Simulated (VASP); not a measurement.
Energy against volume of Ru (hcp). Computed with optB86b-vdW, VASP's PBE PAW potentials (set 64) (plane waves; VASP 6.6.1). Numerical set-up: 520 eV cut-off, 15×15×9 Γ-centred mesh, first-order Methfessel-Paxton smearing of 0.10 eV, potentials Ru_pv.

Shape and ions are relaxed at each volume.

```tsv
V (Å³/atom)	E (eV/atom)
12.745	-6.32573
13.152	-6.36887
13.558	-6.38197
13.965	-6.36990
```

Fit these four points and predict the energy of the run at 14.372 Å³/atom.

A cubic in V^(−2/3), the third-order Birch-Murnaghan form, passes through the four points with V0 = 13.56 Å³/atom and B0 = 330 GPa, and gives -6.3367 eV/atom there. The run gave -6.3367 eV/atom, -0.1 meV/atom from the fit; all five points give B0 = 330 GPa.

The compound is Ru in the hcp structure. It was relaxed first.
